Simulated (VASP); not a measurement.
Computed with PBEsol GGA, VASP's PBE PAW potentials (set 64) (plane waves; VASP).

The input files of a VASP run:

**INCAR**
```
SYSTEM = CoSi2
PREC = Accurate
ENCUT = 520
EDIFF = 1E-7
NELM = 100
ALGO = Normal
LREAL = .FALSE.
LASPH = .TRUE.
ISMEAR = 0
SIGMA = 0.05
GGA = PS
LMAXMIX = 4
LWAVE = .FALSE.
LCHARG = .FALSE.
LORBIT = 11
ICHARG = 11
```

### KPOINTS
```
k-points along high-symmetry lines
15
Line-mode
Reciprocal
  0.000000   0.000000   0.000000 ! GAMMA
  0.500000   0.000000   0.500000 ! X

  0.500000   0.000000   0.500000 ! X
  0.625000   0.250000   0.625000 ! U

  0.375000   0.375000   0.750000 ! K
  0.000000   0.000000   0.000000 ! GAMMA

  0.000000   0.000000   0.000000 ! GAMMA
  0.500000   0.500000   0.500000 ! L

  0.500000   0.500000   0.500000 ! L
  0.500000   0.250000   0.750000 ! W

  0.500000   0.250000   0.750000 ! W
  0.500000   0.000000   0.500000 ! X
```

POSCAR:
```
CoSi2
1
    0.0000000000     2.6565137481     2.6565137481
    2.6565137481     0.0000000000     2.6565137481
    2.6565137481     2.6565137481     0.0000000000
Co Si
1 2
Direct
  0.0000000000   0.0000000000   0.0000000000
  0.2500000000   0.2500000000   0.2500000000
  0.7500000000   0.7500000000   0.7500000000
```

POTCAR, in this order: Co Si (PBE.64 set). Program: vasp_std. Read from the step before: CHGCAR.

The run wrote:

### OSZICAR
```
       N       E                     dE             d eps       ncg     rms          rms(c)
DAV:   1     0.690524958774E+02    0.69052E+02   -0.71946E+03  2160   0.136E+03
DAV:   2    -0.167200910566E+02   -0.85773E+02   -0.80513E+02  2212   0.256E+02
DAV:   3    -0.204729550949E+02   -0.37529E+01   -0.36569E+01  2800   0.616E+01
DAV:   4    -0.205561537943E+02   -0.83199E-01   -0.82125E-01  2732   0.833E+00
DAV:   5    -0.205585237297E+02   -0.23699E-02   -0.23629E-02  2888   0.144E+00
DAV:   6    -0.205586331043E+02   -0.10937E-03   -0.10937E-03  3240   0.267E-01
DAV:   7    -0.205586338974E+02   -0.79314E-06   -0.79152E-06  2880   0.218E-02
DAV:   8    -0.205586339176E+02   -0.20185E-07   -0.22180E-07  2248   0.311E-03
   1 F= -.20558634E+02 E0= -.20557258E+02  d E =-.275170E-02
```

File OUTCAR:
```
 val. band max:       11.3755966481   @ k =   0.0357   0.0357   0.0357

 cond. band min:      11.3842322647   @ k =   0.0357   0.0000   0.0357



 k-point     1 :       0.0000    0.0000    0.0000
  band No.  band energies     occupation
      1      -2.9823      2.00000
      2       6.1334      2.00000
      3       6.1334      2.00000
      4       6.1334      2.00000
      5       8.3374      2.00000
      6       8.3374      2.00000
      7      11.3562      1.54485
      8      13.7586      0.00000
      9      13.7586      0.00000
     10      13.7766      0.00000
     11      13.8490      0.00000
     12      13.8490      0.00000

 k-point     2 :       0.0357    0.0000    0.0357
  band No.  band energies     occupation
      1      -2.9559      2.00000
      2       6.0872      2.00000
      3       6.1346      2.00000
      4       6.1346      2.00000
      5       8.3129      2.00000
      6       8.3444      2.00000
      7      11.3842      0.96235
      8      13.1459      0.00000
      9      13.1459      0.00000
     10      13.6696      0.00000
     11      13.9090      0.00000
     12      14.5002      0.00000

 k-point     3 :       0.0714    0.0000    0.0714
  band No.  band energies     occupation
      1      -2.8769      2.00000
      2       5.9563      2.00000
      3       6.1386      2.00000
      4       6.1386      2.00000
      5       8.2383      2.00000
      6       8.3653      2.00000
      7      11.4583      0.03217
      8      12.5280      0.00000
      9      12.5280      0.00000
     10      13.3895      0.00000
     11      14.0908      0.00000
     12      15.1823      0.00000

 k-point     4 :       0.1071    0.0000    0.1071
  band No.  band energies     occupation
      1      -2.7455      2.00000
      2       5.7603      2.00000
      3       6.1462      2.00000
      4       6.1462      2.00000
      5       8.1102      2.00000
      6       8.3992      2.00000
      7      11.5551      0.00000
...
```

The density is held fixed in this step, so its total energy and stress have no physical meaning.

The compound is CoSi2 in the fluorite structure. It was relaxed first. The run is not spin-polarised, so no magnetic state was tried. The electron count is odd and the run is not spin-polarised, which forces a metal.
